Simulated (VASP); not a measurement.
## Au: transverse stress against strain

Au (fcc, Fm-3m, 16.632 Å³/atom and stress up to 0.02 GPa in the relaxed cell, cube axes along x, y and z) under an equal strain ε along x and y, with z held. LDA in VASP (plane waves, PAW), 480 eV, 18×18×18 Γ-centred mesh, Methfessel-Paxton smearing 0.10 eV. Stress is positive for a compressed cell.

Here s stands for strain and y for stress zz.

| strain (%) | stress zz (GPa) |
|---|---|
| -1.50 | 6.08 |
| -1.00 | 3.94 |
| -0.50 | 1.94 |
| 0.00 | 0.02 |
| 0.50 | -1.78 |
| 1.00 | -3.45 |
| 1.50 | -5.02 |
| 3.00 | ? |

Fit y of the 7 rows that show it with a straight line. Means: s 0, y 0.247. About the means, the sum of products is -25.900 and the sum of squares of s is 7.0000; the slope is their ratio. Least squares gives y = 0.247 - 3.7000·s. Residuals (row less fit): 0.283, -0.007, -0.157, -0.227, -0.177, 0.003, 0.283; standard error 0.231 (degrees of freedom: 5). The slope gives the elastic constant 2C12 = about 370 GPa.

Task: What does the fit predict for y at s = 3.00, and how far is the calculated value from it?

Result: y = 0.247 - 3.7000 × 3.0 = -10.853 GPa. The calculation gives -9.13 GPa, 1.723 GPa above the prediction (11.3 % of the range of y in the table). The row lies outside the fitted rows, so this is an extrapolation. From the scatter of the fitted rows alone, a prediction at this place has a standard error of 0.361 GPa, so the miss is 4.8 times that.

A polynomial of degree 2 through the 12 other runs of the series gives -9.02 there, so most of the miss is curvature that the fit leaves out. In a metal these values are sensitive to mesh and smearing; energies are taken to zero smearing, stresses follow the free energy. Spin-orbit coupling is left out, which can shift these values for the heavy elements here. Rows are the converged runs of the series near zero and its far end; series whose fitted rows scatter by over a few per cent of the range, as at a crossing or softening among them, aren't shown in this form, nor equations of state whose B0' disagrees with the runs' pressures. Most that stay on the fit to the last digits aren't either.
